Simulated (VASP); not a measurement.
All values below come from HSE06 screened hybrid, VASP's PBE PAW potentials (set 64) (plane waves; VASP 6.6.1).

Input for VASP

INCAR:
```
AEXX = 0.25
ALGO = Normal
EDIFF = 1E-6
ENCUT = 300
GGA = PE
HFSCREEN = 0.2
ISIF = 2
ISMEAR = 0
ISYM = 3
LASPH = .True.
LCHARG = .False.
LHFCALC = .True.
LMAXMIX = 4
LREAL = .False.
LWAVE = .False.
NELM = 100
PREC = Accurate
PRECFOCK = Fast
SIGMA = 0.01
SYSTEM = TePb
```

### KPOINTS
```
Automatic mesh
0
Gamma
2 2 2
0 0 0
```

### POSCAR
```
TePb
1
    0.0000000000     3.3304250000     3.3304250000
    3.3304250000     0.0000000000     3.3304250000
    3.3304250000     3.3304250000     0.0000000000
Te Pb
1 1
Direct
  0.0000000000   0.0000000000   0.0000000000
  0.5000000000   0.5000000000   0.5000000000
```

POTCAR, in this order: Te Pb_d (PBE.64 set). Program: vasp_std.

**Question.** What will the output report for the number of irreducible k-points (NKPTS), largest plane-wave count, number of space-group operations, FFT grid (NGX, NGY, NGZ)?

**Answer.** 
```
Property                                       Value
--------------------------------------  ------------
number of irreducible k-points (NKPTS)             3
largest plane-wave count                         893
number of space-group operations                  48
FFT grid (NGX, NGY, NGZ)                28 × 28 × 28
```

The structure comes from a computed database's TePb entry; how it stands against other phases isn't given here. The cell was not relaxed at this level. The k-mesh is coarse (spacing up to 0.82 per Å, 2π included), so the numbers may not be converged in it. The run is one of a series of settings (AEXX = 0.25, GGA = PE, HFSCREEN = 0.2, ISYM = 3, LHFCALC = .TRUE., PRECFOCK = Fast, KPOINTS 2×2×2 Γ-centred mesh against the base run), some of them coarse on purpose.
